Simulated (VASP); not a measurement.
Data:

```
CELL_PARAMETERS angstrom
      0.00000     2.02795     2.02795
      2.02795     0.00000     2.02795
      2.02795     2.02795     0.00000
ATOMIC_POSITIONS crystal
  Au 0.00000 0.00000 0.00000
```

Level of theory: PBE GGA with D3 dispersion (zero damping), VASP's PBE PAW potentials (set 64) (plane waves; VASP 6.6.1). Numerical set-up: 520 eV cut-off, 15×15×15 Γ-centred mesh, first-order Methfessel-Paxton smearing of 0.10 eV, potentials Au.

Unless said otherwise, spin-orbit coupling is left out, though it shifts the bands of the heavy elements here.

Problem. What does the run give for the energy per atom (σ→0), pressure, band gap (on the k-mesh) with the smallest direct gap where there is one?

Solution. 
```json
{
 "band gap (on the k-mesh)": "none (metal, semimetal or under 0.01 eV)",
 "energy per atom (σ→0)": "-3.868 eV/atom",
 "pressure": "5.04 GPa"
}
```

The compound is Au in the fcc structure. This cell is one point of a volume scan, at 0.97 of the reference volume.
